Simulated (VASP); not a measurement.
Data:

```
BN
1.0
    0.00000     1.80958     1.80958
    1.80958     0.00000     1.80958
    1.80958     1.80958     0.00000
B N
1 1
Direct
  0.00000   0.00000   0.00000
  0.25000   0.25000   0.25000
```

These are revTPSS meta-GGA, VASP's PBE PAW potentials (set 64) (plane waves; VASP) values and carry that method's errors. Settings: 520 eV cut-off, 12×12×12 Γ-centred mesh, Gaussian smearing of 0.050 eV, potentials B N.

Q: Predict the energy per atom (σ→0), band gap (on the k-mesh) with the smallest direct gap where there is one.

A: 
```json
{
  "band gap (on the k-mesh)": "4.31 eV",
  "smallest direct gap (on the k-mesh)": "9.20 eV",
  "energy per atom (σ→0)": "-9.969 eV/atom"
}
```

Total energies compare only between runs with the same potentials, cut-off and functional.

The compound is BN in the zinc blende structure. It was relaxed first.
